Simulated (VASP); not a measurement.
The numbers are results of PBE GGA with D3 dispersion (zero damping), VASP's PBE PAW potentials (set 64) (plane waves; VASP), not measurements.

VASP ran on this input.

INCAR:
```
! general
SYSTEM  = NiAl
PREC    = Accurate
ENCUT   = 520
LREAL   = F
LASPH   = T
ICHARG  = 11

! electronic loop
EDIFF   = 1E-7
NELM    = 100
ALGO    = Normal
LMAXMIX = 4

! smearing
ISMEAR  = 0
SIGMA   = 0.05

! functional
GGA     = PE
IVDW    = 11

! output
LWAVE   = F
LCHARG  = F
LORBIT  = 11
```

**POSCAR**
```
NiAl
1
    2.8609649748     0.0000000000     0.0000000000
    0.0000000000     2.8609649748     0.0000000000
    0.0000000000     0.0000000000     2.8609649748
Al Ni
1 1
Direct
  0.5000000000   0.5000000000   0.5000000000
  0.0000000000   0.0000000000   0.0000000000
```

**KPOINTS**
```
k-points along high-symmetry lines
15
Line-mode
Reciprocal
  0.000000   0.000000   0.000000 ! GAMMA
  0.000000   0.500000   0.000000 ! X

  0.000000   0.500000   0.000000 ! X
  0.500000   0.500000   0.000000 ! M

  0.500000   0.500000   0.000000 ! M
  0.000000   0.000000   0.000000 ! GAMMA

  0.000000   0.000000   0.000000 ! GAMMA
  0.500000   0.500000   0.500000 ! R

  0.500000   0.500000   0.500000 ! R
  0.000000   0.500000   0.000000 ! X

  0.500000   0.500000   0.500000 ! R
  0.500000   0.500000   0.000000 ! M
```

POTCAR, in this order: Al Ni (PBE.64 set). Program: vasp_std. Read from the step before: CHGCAR.

Output

File OSZICAR:
```
       N       E                     dE             d eps       ncg     rms          rms(c)
DAV:   1     0.432824572076E+02    0.43282E+02   -0.58941E+03  1808   0.140E+03
DAV:   2    -0.824497977956E+01   -0.51527E+02   -0.48413E+02  1806   0.213E+02
DAV:   3    -0.940620606307E+01   -0.11612E+01   -0.11545E+01  2266   0.410E+01
DAV:   4    -0.942173516617E+01   -0.15529E-01   -0.15524E-01  2292   0.402E+00
DAV:   5    -0.942218764044E+01   -0.45247E-03   -0.45246E-03  2160   0.636E-01
DAV:   6    -0.942220870801E+01   -0.21068E-04   -0.21069E-04  2464   0.113E-01
DAV:   7    -0.942220917592E+01   -0.46791E-06   -0.46797E-06  2098   0.149E-02
DAV:   8    -0.942220920018E+01   -0.24260E-07   -0.22666E-07  1844   0.263E-03
   1 F= -.10087869E+02 E0= -.10087722E+02  d E =-.293265E-03
```

### OUTCAR
```
 val. band max:       11.2633011756   @ k =   0.4286   0.5000   0.4286

 cond. band min:      11.3504680814   @ k =   0.2500   0.2500   0.0000



 k-point     1 :       0.0000    0.0000    0.0000
  band No.  band energies     occupation
      1      -0.9865      2.00000
      2       6.9787      2.00000
      3       6.9787      2.00000
      4       8.7219      2.00000
      5       8.7219      2.00000
      6       8.7219      2.00000
      7      15.8946      0.00000
      8      15.8946      0.00000
      9      15.8946      0.00000
     10      18.4982      0.00000

 k-point     2 :       0.0000    0.0357    0.0000
  band No.  band energies     occupation
      1      -0.9627      2.00000
      2       6.9773      2.00000
      3       6.9844      2.00000
      4       8.7111      2.00000
      5       8.7111      2.00000
      6       8.7230      2.00000
      7      15.5848      0.00000
      8      15.9264      0.00000
      9      15.9264      0.00000
     10      18.4993      0.00000

 k-point     3 :       0.0000    0.0714    0.0000
  band No.  band energies     occupation
      1      -0.8911      2.00000
      2       6.9719      2.00000
      3       7.0015      2.00000
      4       8.6799      2.00000
      5       8.6799      2.00000
      6       8.7263      2.00000
      7      14.8994      0.00000
      8      16.0207      0.00000
      9      16.0207      0.00000
     10      18.5023      0.00000

 k-point     4 :       0.0000    0.1071    0.0000
  band No.  band energies     occupation
      1      -0.7722      2.00000
      2       6.9580      2.00000
      3       7.0291      2.00000
      4       8.6305      2.00000
      5       8.6305      2.00000
      6       8.7317      2.00000
      7      14.0977      0.00000
      8      16.1755      0.00000
      9      16.1755      0.00000
     10      18.5074      0.00000

 k-point     5 :       0.0000    0.1429    0.0000
  band No.  band energies     occupation
...
```

The density is held fixed in this step, so its total energy and stress have no physical meaning.

The compound is NiAl in the CsCl type structure. It was relaxed first. The run is not spin-polarised, so no magnetic state was tried. The electron count is odd and the run is not spin-polarised, which forces a metal.
